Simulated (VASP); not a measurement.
An input for Quantum ESPRESSO's pw.x (written as the equivalent of a VASP run, and not itself run):

```
&CONTROL
  calculation = 'vc-relax'
  pseudo_dir = './pseudo'
  outdir = './out'
  tprnfor = .true.
  tstress = .true.
  nstep = 40
  forc_conv_thr = 0.00078
/
&SYSTEM
  ibrav = 0
  nat = 3
  ntyp = 1
  ecutwfc = 82.3
  occupations = 'smearing'
  smearing = 'methfessel-paxton'
  degauss = 0.00735
  input_dft = 'pbesol'
/
&ELECTRONS
  conv_thr = 7.3e-08
  electron_maxstep = 100
/
&IONS
/
&CELL
  press = 200
/
ATOMIC_SPECIES
  Te 127.600 Te.upf
CELL_PARAMETERS angstrom
     1.7502680   -3.0314908    0.0000000
     1.7502680    3.0314908   -0.0000000
    -0.0000000   -0.0000000    6.5509697
ATOMIC_POSITIONS crystal
  Te   1.0000000  0.3338807  0.6666670
  Te   0.6661194  0.6661194  0.0000000
  Te   0.3338807  1.0000000  0.3333330
K_POINTS automatic
  10 10 5 0 0 0
```

Question: Translate this input to VASP (INCAR, KPOINTS, POSCAR, choice of POTCAR).

Answer: One answer among several that fit: 
### POSCAR
```
Te
1
    1.7502679976    -3.0314907869     0.0000000000
    1.7502679976     3.0314907869    -0.0000000000
   -0.0000000000    -0.0000000000     6.5509697464
Te
3
Direct
  0.9999999728   0.3338806667   0.6666670000
  0.6661193605   0.6661193605   0.0000000000
  0.3338806667   0.9999999728   0.3333330000
```

**INCAR**
```
SYSTEM = Te
PREC = Accurate; ENCUT = 500; LREAL = F
LASPH = T
EDIFF = 1E-6; NELM = 100; ALGO = Normal
LMAXMIX = 4
ISMEAR = 1; SIGMA = 0.1
GGA = PS
IBRION = 2; NSW = 40; ISIF = 3
EDIFFG = -0.02; PSTRESS = 200
LWAVE = F; LCHARG = F
```

File KPOINTS:
```
Regular mesh
0
Gamma
10 10 5
0 0 0
```

POTCAR, in this order: Te (PBE.64 set). Program: vasp_std.

The two are equivalent in intent, not identical: the potentials are each code's own (VASP's PAW set, PseudoDojo norm-conserving files in pw.x), so ENCUT and ecutwfc are chosen apart and not converted; conv_thr bounds pw.x's estimated SCF error, while EDIFF bounds the energy change between steps; forc_conv_thr acts on force components and is met together with etot_conv_thr.

The compound is Te in the trig structure. This run relaxes it under an external pressure of 20 GPa. Symmetry was kept, so distortions that lower it aren't found.
